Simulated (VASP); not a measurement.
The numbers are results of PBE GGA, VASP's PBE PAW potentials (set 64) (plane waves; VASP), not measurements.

Input for VASP

### KPOINTS
```
Automatic
0
Gamma
  9 9 9
```

POSCAR:
```
HfNb
5.2891450
  0.2943500320   0.1699431572   0.9404665593
 -0.2943500320   0.1699431572   0.9404665593
  0.0000000000  -0.3398861253   0.9404665593
Nb Hf
1 1
Cartesian
  0.0000000000   0.0000000000   0.0000000000
  0.0000000000   0.0000000945   1.4106998390
```

### INCAR
```
SYSTEM = HfNb
PREC = Accurate
ENCUT = 300
EDIFF = 1E-6
NELM = 100
ALGO = Normal
LREAL = .FALSE.
LASPH = .TRUE.
ISMEAR = -1
SIGMA = 0.136
GGA = PE
LMAXMIX = 6
LWAVE = .FALSE.
LCHARG = .FALSE.
ISIF = 2
```

POTCAR, in this order: Nb_sv Hf_pv (PBE.64 set). Program: vasp_std.

The run wrote:

OSZICAR:
```
       N       E                     dE             d eps       ncg     rms          rms(c)
DAV:   1     0.102998239552E+03    0.10300E+03   -0.98855E+03  2709   0.100E+03
DAV:   2    -0.161242018365E+02   -0.11912E+03   -0.11804E+03  3446   0.344E+02
DAV:   3    -0.205411024820E+02   -0.44169E+01   -0.42837E+01  4455   0.475E+01
DAV:   4    -0.206387694507E+02   -0.97667E-01   -0.97156E-01  3105   0.738E+00
DAV:   5    -0.206436760971E+02   -0.49066E-02   -0.49040E-02  4413   0.141E+00    0.510E+01
DAV:   6    -0.200060398451E+02    0.63764E+00   -0.29693E+00  4086   0.152E+01    0.243E+01
DAV:   7    -0.205607763768E+02   -0.55474E+00   -0.12513E+01  3626   0.115E+01    0.218E+01
DAV:   8    -0.197687164975E+02    0.79206E+00   -0.58196E+00  3855   0.911E+00    0.374E+00
DAV:   9    -0.197684162415E+02    0.30026E-03   -0.10721E-01  3309   0.235E+00    0.151E+00
DAV:  10    -0.197677184097E+02    0.69783E-03   -0.85596E-03  3945   0.748E-01    0.240E-01
DAV:  11    -0.197676795740E+02    0.38836E-04   -0.79574E-04  3885   0.214E-01    0.152E-01
DAV:  12    -0.197676694404E+02    0.10134E-04   -0.70675E-05  3534   0.562E-02    0.309E-02
DAV:  13    -0.197676696962E+02   -0.25582E-06   -0.45027E-06  3277   0.170E-02
   1 F= -.19767670E+02 E0= -.19674722E+02  d E =-.185895E+00
```

### OUTCAR
```
------------------------ aborting loop because EDIFF is reached ----------------------------------------
  FORCE on cell =-STRESS in cart. coord.  units (eV):
  Direction    XX          YY          ZZ          XY          YZ          ZX
  --------------------------------------------------------------------------------------
  Total       -0.8654531     -0.8654533     -0.6918707      0.0000000     -0.0000000      0.0000000
  in kB      -33.1998011    -33.1998104    -26.5409759      0.0000000     -0.0000018      0.0000000
  external PRESSURE =     -30.9801958 kB  Pullay stress =       0.0000000 kB
  volume of cell :       41.77
      direct lattice vectors                 reciprocal lattice vectors
     1.556860000  0.898854000  4.974264000     0.321159256  0.185421357  0.067011576
    -1.556860000  0.898854000  4.974264000    -0.321159256  0.185421357  0.067011576
     0.000000000 -1.797707000  4.974264000     0.000000000 -0.370842714  0.067011614
 POSITION                                       TOTAL-FORCE (eV/Angst)
 -----------------------------------------------------------------------------------
      0.00000      0.00000      0.00000         0.000000     -0.000000      0.000000
      0.00000      0.00000      7.46140         0.000000      0.000000     -0.000000
 -----------------------------------------------------------------------------------
    total drift:                               -0.000000      0.000000      0.000000
  FREE ENERGIE OF THE ION-ELECTRON SYSTEM (eV)
  ---------------------------------------------------
  free  energy   TOTEN  =       -19.7676696962 eV

  energy  without entropy=      -19.5817748349  energy(sigma->0) =      -19.67472227
```
(Selected blocks of OUTCAR.)

At this cut-off the stress carries a Pulay error, which pulls relaxed volumes low.

The structure was generated: HfNb was put into an ordered model structure, which need not be its known phase. The cell was not relaxed at this level. The electron count is odd and the run is not spin-polarised, which forces a metal.
